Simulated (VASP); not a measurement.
Runs of VASP 6.6.1 on CoO. Symmetry: Fm-3m, No. 225, cubic system. Conventional cell: a = 4.263 Å, b = 4.263 Å, c = 4.263 Å, α = 90.00°, β = 90.00°, γ = 90.00°. Co (site symmetry m-3m) is surrounded by 6 O at 2.13 Å. O (site symmetry m-3m) has 6 Co at 2.13 Å as nearest neighbours. 

```tsv
k mesh	cutoff (eV)	mesh quality	gap on the mesh (eV)	pressure (GPa)	moment (μB)
6 × 6 × 6	520	coarse	none	-4.5	(b)
18 × 18 × 18	520	not flagged	none	(c)	2.96
14 × 14 × 14	520	not flagged	none	-2.1	2.96
10 × 10 × 10	700	not flagged	none	-2.6	2.93
10 × 10 × 10	520	not flagged	none	(a)	2.93
10 × 10 × 10	400	not flagged	none	-	2.93
10 × 10 × 10	600	not flagged	none	-2.6	2.93
8 × 8 × 8	520	not flagged	none	-3.2	2.84
4 × 4 × 4	520	coarse	none	-7.5	2.37
10 × 10 × 10	450	not flagged	none	-	2.93
```

Alike in all rows: task single point; level PBE; potentials or basis VASP PAW PBE potentials, release 64 (Co, O); spin collinear, ferromagnetic start; cell as given; smearing gaussian 0.02 eV.

Task: Estimate the missing entries.

Result: (a) -2.4; (b) 2.70; (c) -2.2.

Caveats: some runs use coarse meshes; a cell with one magnetic atom can't hold antiferromagnetic order, which such compounds often take; semilocal functionals often make such compounds metallic where correlation or magnetic order opens a gap, which also shifts bond lengths; the cutoff is under 1.25 times the usual one of these potentials, so pressure, stress and relaxed cells hold a basis-set (Pulay) error (some runs).

A gap of «none» marks a metal or a gap under the smearing width.
